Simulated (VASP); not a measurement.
# CaSi2 (space group P-3m1): computed properties

The numbers are results of PBEsol GGA, VASP's PBE PAW potentials (set 64) (plane waves; VASP 6.6.1), not measurements.

```yaml
space_group: P-3m1 (164)
cell: a = b = 3.875 Å, c = 4.806 Å, α = β = 90.00°, γ = 120.00°
volume_per_atom: 20.83 Å^3/atom
band gap (over mesh and band path): none (metal, semimetal or under 0.01 eV)
density: 2.56 g/cm³
```

CaSi$_{2}$ is taken in the trigonal space group P-3m1 (No. 164), Pearson symbol hP3. Conventional cell: a = b = 3.8746 Å, c = 4.8055 Å, α = β = 90.00°, γ = 120.00°. Ca on 1a is coordinated by 6 Si at 2.993 Å and 6 Si at 3.597 Å. Si on 2d is coordinated by 3 Si at 2.386 Å and 3 Ca at 2.993 Å and 3 Ca at 3.597 Å. (Neighbours: up to the widest gap in distance over summed covalent radii, below 1.35, at either atom; cation-cation and far metal-metal contacts left out.)

The structure comes from a computed database's CaSi2 entry (P-3m1); how it stands against other phases isn't given here. It was relaxed first. Symmetry was kept, so distortions that lower it aren't found.
